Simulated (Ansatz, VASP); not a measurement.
**MgB2 (MgB2 strained to the junction's net) in two plane-wave programs**

Wanted: the spread between two codes on one cell, functional and k mesh. The structure shown is the end of the Ansatz relaxation below.

Calculated with Ansatz 0.2.0; plane waves, with VASP 6.6.1 beside it; single point at PBE.

## 1. Starting point

It takes space group P6/mmm (No. 191, hexagonal). The conventional cell has a = 3.111 Å, b = 3.111 Å, c = 3.511 Å, α = 90.00°, β = 90.00°, γ = 120.00°. Mg has 12 B at 2.51 Å nearest. B has 3 B at 1.80 Å and 6 Mg at 2.51 Å nearest. Farther neighbours are not listed.

## 2. Ansatz: relaxation, PBE

Ansatz runs on its default PAW (the set named soft_2) files.

This run makes the geometry at which the two programs are then compared.

The input, input.yaml:

```yaml
crystal:
  lattice:
    - [3.111, 0.0, 0.0]
    - [-1.5555, 2.6942050312, 0.0]
    - [0.0, 0.0, 3.4969996743]
  atoms:
    - { symbol: Mg, position: [0.0, 0.0, 0.0] }
    - { symbol: B, position: [0.3333333333, 0.6666666667, 0.5] }
    - { symbol: B, position: [0.6666666667, 0.3333333333, 0.5] }
kpoints:
  mp_grid: { grid: [12, 12, 9] }
scf:
  occupations: { method: fermi_dirac, width: 0.1 }
  max_iter: 150
hamiltonian:
  xc: pbe
relax:
  f_tol: 0.01
  max_steps: 40
  cell: { fix: [a, b, angles] }
```

Launch:

```bash
$ ansatz run input.yaml --threads 4 --pin off --max-ram 12288MiB --backend cpu --events-out ev --progress --plain --runs-dir out
```

Numbers of over 12 decimals in the logs are rounded to 6 here.

Log:

```text
Engine: ansatz 0.2.0, aarch64-unknown-linux-gnu
Pseudopotentials: kind: paw
Pseudopotential: Mg, paw, valence charge 10, recommended cutoff 420 eV (normal), Mg.paw.azcp
Pseudopotential: B, paw, valence charge 3, recommended cutoff 420 eV (normal), B.paw.azcp
Functional definition: PBE
  parameter kappa = 0.804
  parameter beta = 0.066725
  exchange = pbe_x(kappa = kappa, mu = beta*pi^2/3)
  correlation = pbe_c(beta = beta)
Crystal: 3 atoms, lattice volume = 29.311 Å³
Basis set: ecut = 420 eV, 563 PW (Γ), exchange–correlation on 48×48×48 points (8 copies of the dense FFT grid, shifted against one another)
Bands: 12, of which v1, the nominal top of the filled ones, is band 8 counted from 1 (7 counted from 0)
Symmetry: 24 space group operations
Space group: P6/mmm (ITA 191), of the structure as read, at distance tolerance 3.1e-5 Å
k-points: 95 of 1296
Non-local potential: Mg, projectors of the file, l = 0: 3, l = 1: 2, l = 2: 1
Non-local potential: B, projectors of the file, l = 0: 2, l = 1: 2, l = 2: 1
PAW form: soft (Blöchl's): semilocal exchange-correlation on the pseudo side does not see the compensation charge
PAW one-centre angular grid: Mg, 110 points (default); XC on 64 Gauss nodes
PAW one-centre angular grid: B, 110 points (default); XC on 64 Gauss nodes
Initial density: superposition of atomic densities (neutral atoms: chi_scale 0, normalization atom), corrected by the library's trained network
Initial wavefunctions: pseudopotential atomic-orbital guess
Functional: x = pbe(κ = 0.804, μ = 0.219515), c = pbe(β = 0.066725)
SCF iter   1: F=—  HF=-2236.023617 eV  |F-HF|=—  |Δ(HF+E_count)|=         —  Δρ=1.11e-3  dr2=1.94e-4  ethr=1.77e-3  ⟨swp⟩=5.0  Hψ=6018  notcnv=0
preconditioner: auto → none  [metal: Δε(μ)=0.073 eV  Ē_g=11.076 eV  σ=0.100 eV  W_gap=0.18  n_scr=8 (ndim 8)  ℏωp=19.4 eV  f_vac=0.000  D(μ)=0.58/eV (n_scr^D=2)  sad-step TF]
SCF iter   2: F=—  HF=-2236.024377 eV  |F-HF|=—  |Δ(HF+E_count)|=   7.60e-4  Δρ=6.83e-4  dr2=8.98e-5  ethr=1.21e-6  ⟨swp⟩=3.0  Hψ=2822  notcnv=0
SCF iter   3: F=—  HF=-2236.024448 eV  |F-HF|=—  |Δ(HF+E_count)|=   7.13e-5  Δρ=1.62e-4  dr2=1.01e-5  ethr=5.61e-7  ⟨swp⟩=2.0  Hψ=1511  notcnv=0
SCF iter   4: F=—  HF=-2236.024444 eV  |F-HF|=—  |Δ(HF+E_count)|=   4.20e-6  Δρ=4.75e-5  dr2=3.66e-7  ethr=6.33e-8  ⟨swp⟩=2.0  Hψ=1436  notcnv=0
iter 5 did not close the SCF: its close was put off for the readings that it lacked (scf_convergence_deferred on its scf_iter line)
SCF iter   5: F=-2236.024444 eV  HF=-2236.024444 eV  |F-HF|=1.67e-9  |Δ(HF+E_count)|=   4.08e-8  Δρ=9.42e-6  dr2=1.07e-8  ethr=2.29e-9  ⟨swp⟩=2.6  Hψ=1869  notcnv=0
SCF iter   6: F=-2236.024444 eV  HF=-2236.024444 eV  |F-HF|=2.40e-9  |Δ(HF+E_count)|=   5.94e-9  Δρ=2.40e-6  dr2=2.89e-9  ethr=6.69e-11  ⟨swp⟩=2.0  Hψ=3781  notcnv=0
SCF 1 converged in 6 iterations: F = -2236.024444 eV  dr2 = 2.89e-9
  greatest PAW one-centre occupation: 1.000 electrons in one spin orbital (limit 2), on the Mg atom at site 0 (counted from 0), in its partial waves of l = 0
relax step   1: F+E_penalty+E_count = -2236.02444430 eV  Δ(F+E_penalty+E_count) = +0.000e0 eV  max|allowed force component| = 1.449e-16 eV/Å  Δτ_max = 0.0000 Å  P = -3.011 GPa  Ω = 29.311 Å³  fix = [a, b, alpha, beta, gamma]  reactions: a -5.023, b -5.023 GPa  (6 SCF iters, dr2 threshold 1.00e-7 eV, accepted)
[...]
relax step   2: F+E_penalty+E_count = -2236.02469345 eV  Δ(F+E_penalty+E_count) = -2.491e-4 eV  max|allowed force component| = 2.591e-16 eV/Å  Δτ_max = 0.0000 Å  P = -3.387 GPa  Ω = 29.417 Å³  energy of the carried Pulay correction = -1.058e-4 eV  fix = [a, b, alpha, beta, gamma]  reactions: a -5.109, b -5.109 GPa  (3 SCF iters, dr2 threshold 3.00e-7 eV, accepted)
[...]
relax step   3: F+E_penalty+E_count = -2236.02468823 eV  Δ(F+E_penalty+E_count) = +5.216e-6 eV  max|allowed force component| = 2.313e-16 eV/Å  Δτ_max = 0.0000 Å  P = -3.412 GPa  Ω = 29.424 Å³  energy of the carried Pulay correction = -1.122e-4 eV  fix = [a, b, alpha, beta, gamma]  reactions: a -5.118, b -5.118 GPa  (4 SCF iters, dr2 threshold 8.35e-9 eV, accepted)
[...]
relax step   4: F+E_penalty+E_count = -2236.02479061 eV  Δ(F+E_penalty+E_count) = -1.024e-4 eV  max|allowed force component| = 2.745e-16 eV/Å  Δτ_max = 0.0000 Å  P = -3.408 GPa  Ω = 29.424 Å³  fix = [a, b, alpha, beta, gamma]  reactions: a -5.115, b -5.115 GPa  stress off target by 8.18e-3 GPa on what of the cell is left free  SCF on the basis re-selected at this cell (its energy is not comparable with the rows above)  (4 SCF iters)
basis re-selected at this cell: Δ(F+E_penalty+E_count) = -1.024e-4 eV, ΔP = +0.004 GPa vs the last step (what re-selecting the basis moved, of the pressure what is left beyond the Pulay correction that the steps carried, after the strain that the cell walked since its last selection, with what the two solves' SCF thresholds leave and, on support functions, any second-order correction that the steps lacked; it is no m [...]
SCF converged after 4 iterations
Free energy (F): -2236.024791 eV
Harris-Foulkes:  -2236.024791 eV  (|F-HF|=2.73e-12)
Internal energy: -2236.004310 eV  (E = F + TS)
E sigma→0 (E₀):  -2236.014551 eV
Entropy (-TS):   -0.020480 eV (-6.827 meV/atom)
Fermi energy:    9.035015 eV
--- Per-component energies (eV) ---
  E_band       = -295.729036
  E_kinetic    = 172.691846
  E_local      = -1527.040184  (includes V_loc(G=0)·N_el)
  E_nonlocal   = 117.963515
  E_hartree    = 543.633957
  E_xc         = -93.778944
  E_vxc        = -114.432255  (∫ρ·V_xc dr)
  E_paw        = -448.978411  (= ΣΔE_a)
  E_vpaw       = -32.179916  (= ΣTr[D̂ρ^β])
  E_aug_tail   = -0.000013  (compensation charges beyond the density's cutoff)
  E_ewald      = -1000.496076
  E_smearing   = -0.020480  (= −TS)
  E_closure    = -0.000000  (closes the sum)
  Σ components = -2236.024791   (vs F -2236.024791, Δ=0.00e0)
--- Forces (eV/Å), atoms counted from 1 ---
  atom   1  Mg     0.00000000     0.00000000     0.00000000
  atom   2  B     -0.00000000    -0.00000000     0.00000000
  atom   3  B     -0.00000000     0.00000000    -0.00000000
  max |Σ_I F_I| component: 7.40e-17 eV/Å
--- Stress (GPa, compression-positive) ---
       -5.115492       0.000000       0.000000
        0.000000      -5.115492       0.000000
        0.000000       0.000000       0.008184
  P = ⅓ Tr σ = -3.4076 GPa (-34.076 kbar)
--- Relaxed structure (3 steps of the walk, 3 accepted, 1 SCFs on fresh bases) ---
  F+E_penalty+E_count = -2236.02479061 eV   max|allowed force component| = 2.745e-16 eV/Å   (the final SCF, on the basis selected at the relaxed cell)
  cell:  # Å, volume = 29.4239 Å³
    - [3.111000, 0, 0.0]
    - [-1.555500, 2.694205, 0.0]
    - [0.0, 0.0, 3.510506]
  atoms:
    - { symbol: Mg, position: [0, 0, 0.0] }
    - { symbol: B, position: [0.333333, 0.666667, 0.5] }
    - { symbol: B, position: [0.666667, 0.333333, 0.5] }
```

## 3. VASP: single point, PBE

The same cell, functional, mesh and smearing now go to VASP, with its own data sets.

Lines of VASP's logs that name or quote its potential files are left out, and so is its time.

The input, INCAR:

```
SYSTEM = MgB2
PREC = Accurate
ENCUT = 600
EDIFF = 1E-06
NELM = 120
ISMEAR = -1
SIGMA = 0.1
LREAL = .FALSE.
ALGO = Normal
GGA = PE
NBANDS = 10
LORBIT = 11
LWAVE = .FALSE.
LCHARG = .FALSE.
ISIF = 2
LASPH = .TRUE.
GGA_COMPAT = .FALSE.
```

The input, POSCAR:

```
MgB2
1.0
    3.1110000000      0.0000000000      0.0000000000
   -1.5555000000      2.6942050312      0.0000000000
    0.0000000000      0.0000000000      3.5105064480
Mg B
1 2
Direct
    0.0000000000      0.0000000000      0.0000000000
    0.3333333333      0.6666666667      0.5000000000
    0.6666666667      0.3333333333      0.5000000000
```

The input, KPOINTS:

```
Automatic mesh
0
Gamma
12 12 9
0 0 0
```

Potentials, in the order of the species: Mg and B (PBE family, release 64).

Launch:

```bash
$ mpirun -np 1 vasp_std
```

Log:

```text
[banner, memory and clock lines left out]
running    1 mpi-ranks, on    1 nodes
 distrk:  each k-point on    1 cores,    1 groups
 distr:  one band on    1 cores,    1 groups

 POSCAR found type information on POSCAR MgB
 POSCAR found :  2 types and       3 ions
 LDA part: xc-table for (Slater+PW92), standard interpolation
 POSCAR, INCAR and KPOINTS ok, starting setup
 FFT: planning ... GRIDC
 FFT: planning ... GRID_SOFT
 FFT: planning ... GRID
 WAVECAR not read
 entering main loop
       N       E                     dE             d eps       ncg     rms          rms(c)
DAV:   1     0.637506120264E+01    0.63751E+01   -0.41541E+03  2060   0.757E+02
DAV:   2    -0.162847163531E+02   -0.22660E+02   -0.21691E+02  2502   0.117E+02
DAV:   3    -0.169045412759E+02   -0.61982E+00   -0.61731E+00  2512   0.168E+01
DAV:   4    -0.169061719362E+02   -0.16307E-02   -0.16304E-02  2414   0.870E-01
DAV:   5    -0.169061768146E+02   -0.48783E-05   -0.48782E-05  2364   0.470E-02    0.508E+00
DAV:   6    -0.155674131892E+02    0.13388E+01   -0.17904E+00  2138   0.653E+00    0.246E+00
DAV:   7    -0.153323433662E+02    0.23507E+00   -0.99779E-01  2192   0.484E+00    0.738E-01
DAV:   8    -0.153359705642E+02   -0.36272E-02   -0.10765E-01  2070   0.189E+00    0.384E-01
DAV:   9    -0.153271422127E+02    0.88284E-02   -0.22011E-02  2080   0.725E-01    0.651E-02
DAV:  10    -0.153270658774E+02    0.76335E-04   -0.14107E-03  2456   0.222E-01    0.266E-02
DAV:  11    -0.153270514208E+02    0.14457E-04   -0.89936E-05  2136   0.579E-02    0.312E-03
DAV:  12    -0.153270512924E+02    0.12839E-06   -0.25210E-06  2226   0.970E-03
   1 F= -.15327051E+02 E0= -.15316842E+02  d E =-.204184E-01
```

From OUTCAR (step 3):

```text
ion  position               nearest neighbor table
   1  0.000  0.000  0.000-   2 2.51   3 2.51   2 2.51   3 2.51   3 2.51   3 2.51   2 2.51   2 2.51
                             3 2.51   3 2.51   2 2.51   2 2.51
   2  0.333  0.667  0.500-   3 1.80   3 1.80   3 1.80   1 2.51   1 2.51   1 2.51   1 2.51   1 2.51
                             1 2.51
   3  0.667  0.333  0.500-   2 1.80   2 1.80   2 1.80   1 2.51   1 2.51   1 2.51   1 2.51   1 2.51
                             1 2.51

  LATTYP: Found a hexagonal cell.
 ALAT       =     3.1110000000
 C/A-ratio  =     1.1284173732

 Subroutine GETGRP returns: Found 24 space group operations
 (whereof 24 operations were pure point group operations)

The static configuration has the point symmetry D_6h.

 Found     95 irreducible k-points:

   k-points           NKPTS =     95   k-points in BZ     NKDIM =     95   number of bands    NBANDS=     10

   dimension x,y,z NGX =    28 NGY =   28 NGZ =   28
   dimension x,y,z NGXF=    56 NGYF=   56 NGZF=   56

   ENCUT  =  600.0 eV  44.10 Ry    6.64 a.u.   6.21  6.21  7.01*2*pi/ulx,y,z

   NELECT =       8.0000    total number of electrons

 k-points in reciprocal lattice and weights: Automatic mesh
   0.00000000  0.00000000  0.00000000       0.001
   0.08333333  0.00000000  0.00000000       0.005
   0.16666667  0.00000000  0.00000000       0.005
   0.25000000 -0.00000000  0.00000000       0.005
   0.33333333 -0.00000000  0.00000000       0.005
   0.41666667 -0.00000000  0.00000000       0.005
   0.50000000 -0.00000000  0.00000000       0.002
   0.08333333  0.08333333  0.00000000       0.005
   0.16666667  0.08333333  0.00000000       0.009
[...]
0.33333333  0.25000000  0.44444444       0.019
   0.33333333  0.33333333  0.44444444       0.003

 average (electrostatic) potential at core
       1 -35.8857       2 -26.3863       3 -26.3863

 E-fermi :   5.1202

 k-point     1 :       0.0000    0.0000    0.0000
  band No.  band energies     occupation
      1      -7.1670      2.00000
      2       2.3775      2.00000
      3       5.4473      0.07321
      4       5.4473      0.07321
      5       6.9851      0.00000
      6      11.2771      0.00000
      7      11.2771      0.00000
    ...

 k-point     2 :       0.0833    0.0000    0.0000
  band No.  band energies     occupation
      1      -7.0484      2.00000
      2       2.4928      2.00000
      3       4.8382      1.88752
      4       5.1686      0.76280
      5       7.0898      0.00000
      6      11.1831      0.00000
      7      11.7945      0.00000
      8      13.1933      0.00000
      9      14.4915      0.00000
    ...

 k-point     3 :       0.1667    0.0000    0.0000
  band No.  band energies     occupation
      1      -6.6938      2.00000
      2       2.8360      2.00000
      3       3.4219      2.00000
      4       4.5553      1.99299
      5       7.4111      0.00000
      6      10.7807      0.00000
      7      13.1130      0.00000
      8      13.3949      0.00000
      9      13.9216      0.00000
    ...

  Total       -0.9800498     -0.9800498     -0.0717414      0.0000000     -0.0000000     -0.0000000
  in kB      -53.3652214    -53.3652214     -3.9064302      0.0000000     -0.0000000     -0.0000000
  external PRESSURE =     -36.8789576 kB  Pullay stress =       0.0000000 kB

  energy-cutoff  :      600.00
  volume of cell :       29.42
      direct lattice vectors                 reciprocal lattice vectors
     3.111000000  0.000000000  0.000000000     0.321440051  0.185583500  0.000000000
    -1.555500000  2.694205031  0.000000000     0.000000000  0.371167000  0.000000000
     0.000000000  0.000000000  3.510506448     0.000000000  0.000000000  0.284859183

 POSITION                                       TOTAL-FORCE (eV/Angst)
 -----------------------------------------------------------------------------------
      0.00000      0.00000      0.00000         0.000000      0.000000     -0.000000
     -0.00000      1.79614      1.75525         0.000000     -0.000000      0.000000
      1.55550      0.89807      1.75525        -0.000000      0.000000     -0.000000
 -----------------------------------------------------------------------------------
    total drift:                                0.000000      0.000000     -0.000000

  FREE ENERGIE OF THE ION-ELECTRON SYSTEM (eV)
  ---------------------------------------------------
  free  energy   TOTEN  =       -15.3270512924 eV

  energy  without entropy=      -15.3066329172  energy(sigma->0) =      -15.31684210

 total charge
# of ion       s       p       d       tot
------------------------------------------
    1        0.157   0.173   0.055   0.385
    2        0.682   1.211   0.000   1.893
    3        0.682   1.211   0.000   1.893
--------------------------------------------------
tot          1.521   2.595   0.055   4.171

[... 3 further parts left out ...]
```

The run ends at a pressure of -3.69 GPa.

## 4. Side by side

Known differences besides the potentials themselves: the data sets hold 16 valence electrons in Ansatz (on its default PAW (the set named soft_2) files) and 8 in VASP; the cutoff is 420 eV in Ansatz and 600 eV in VASP; Ansatz's pressure holds a Pulay correction, VASP's none. Total energies have different zeros and are not compared.

Both answers:

```
      quantity  Ansatz   VASP  difference
pressure (GPa)   -3.41  -3.69       +0.28
```

## 5. What came out

```json
{
  "difference in pressure (single point, PBE)": "0.28 GPa"
}
```

**Reading.** The difference in pressure is 0.28 GPa (single point, PBE), within the 1 GPa picked in this series as the mark of a large difference. The data sets hold unlike numbers of valence electrons (16 in Ansatz and 8 in VASP), so part of the differences comes from the potentials. How closely two codes agree says nothing of how well the functional describes the real material.

[Lines on the potential files, build, host, timing and source positions are cut from VASP's logs without a mark.]

[Logs are printed without paths, hosts, clocks, repeated set-up lines and the standing remarks that a program may print on its own settings, such as how far it seeks lower states.]

[Hosts, paths, dates, database ids (printed as entryN), source tags and the programs' standing remarks are cut or masked in the printed files.]
